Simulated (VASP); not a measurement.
Input of a VASP 6.6.1 run:

Contents of INCAR:

```
ALGO     = Normal         # electronic algorithm
EDIFF    = 1E-7           # SCF threshold, eV
ENCUT    = 520            # plane-wave cutoff, eV
GGA      = PE             # functional
ISIF     = 2              # what is computed and relaxed
ISMEAR   = -1             # smearing method
LASPH    = T              # aspherical terms in the spheres
LCHARG   = T              # write CHGCAR
LELF     = T              # ELF
LREAL    = F              # projectors in reciprocal space
LVHAR    = T            
LWAVE    = F              # write WAVECAR
NBANDS   = 14             # bands
NELM     = 100            # most SCF steps
PREC     = Accurate       # precision mode
SIGMA    = 0.05           # smearing width, eV
```

KPOINTS

```
k-points
0
Gamma
  7 7 7
```

Contents of POSCAR:

```
CsC
1.0
    4.4611000000      0.0000000000      0.0000000000
   -2.2305500000      3.8634300000      0.0000000000
    0.0000000000      0.0000000000      3.6461700000
Cs C
1 1
Direct
    0.0000000000      0.0000000000      0.5000000000
    0.6666700000      0.3333300000      0.0000000000
```

Potentials or basis: VASP PAW PBE potentials, release 64 (Cs_sv, C).

Run with:

```sh
$ cat potpaw_PBE.64/Cs_sv/POTCAR potpaw_PBE.64/C/POTCAR > POTCAR
$ mpirun -np 1 vasp_std > vasp.out
```

Question: Predict the pressure.

Answer: 0.2 GPa.

Question: Predict the band gap on the k mesh.

Answer: None (metal or under the smearing width).

The run has no spin-orbit coupling, so splittings on Cs are missing.
